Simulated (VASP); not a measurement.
A run of VASP 6.6.1 is set up as follows.

INCAR

```
PREC = Accurate
ENCUT = 320
EDIFF = 1E-6
ISMEAR = -1
SIGMA = 0.05
LREAL = F
LASPH = T
NELM = 100
ALGO = Normal
ISIF = 2
LWAVE = F
LCHARG = F
GGA = PS
```

The input KPOINTS:

```
Automatic mesh
0
Gamma
  5 5 5
```

The input POSCAR:

```
Au
1.0
    8.1620000000      0.0000000000      0.0000000000
    0.0000000000      8.1620000000      0.0000000000
    0.0000000000      0.0000000000      8.1620000000
Au
32
Direct
    0.0000000000      0.0000000000      0.0000000000
    0.0000000000      0.0000000000      0.5000000000
    0.0000000000      0.5000000000      0.0000000000
    0.0000000000      0.5000000000      0.5000000000
    0.5000000000      0.0000000000      0.0000000000
    0.5000000000      0.0000000000      0.5000000000
    0.5000000000      0.5000000000      0.0000000000
    0.5000000000      0.5000000000      0.5000000000
    0.0000000000      0.2500000000      0.2500000000
    0.0000000000      0.2500000000      0.7500000000
    0.0000000000      0.7500000000      0.2500000000
    0.0000000000      0.7500000000      0.7500000000
    0.5000000000      0.2500000000      0.2500000000
    0.5000000000      0.2500000000      0.7500000000
    0.5000000000      0.7500000000      0.2500000000
    0.5000000000      0.7500000000      0.7500000000
    0.2500000000      0.0000000000      0.2500000000
    0.2500000000      0.0000000000      0.7500000000
    0.2500000000      0.5000000000      0.2500000000
    0.2500000000      0.5000000000      0.7500000000
    0.7500000000      0.0000000000      0.2500000000
    0.7500000000      0.0000000000      0.7500000000
    0.7500000000      0.5000000000      0.2500000000
    0.7500000000      0.5000000000      0.7500000000
    0.2500000000      0.2500000000      0.0000000000
    0.2500000000      0.2500000000      0.5000000000
    0.2500000000      0.7500000000      0.0000000000
    0.2500000000      0.7500000000      0.5000000000
    0.7500000000      0.2500000000      0.0000000000
    0.7500000000      0.2500000000      0.5000000000
    0.7500000000      0.7500000000      0.0000000000
    0.7500000000      0.7500000000      0.5000000000
```

Potentials or basis: VASP PAW PBE potentials, release 64 (Au).

Run with:

```bash
$ cat potpaw_PBE.64/Au/POTCAR > POTCAR
$ mpirun -np 1 vasp_std > vasp.out
```

(1) Predict the band gap on the k mesh.

(2) What does it give for the pressure?

## Answers

(1) none (metal or under the smearing width).

(2) -0.7 GPa.

Caveat: the PAW data sets were made with another functional, which shifts forces and pressure a little.
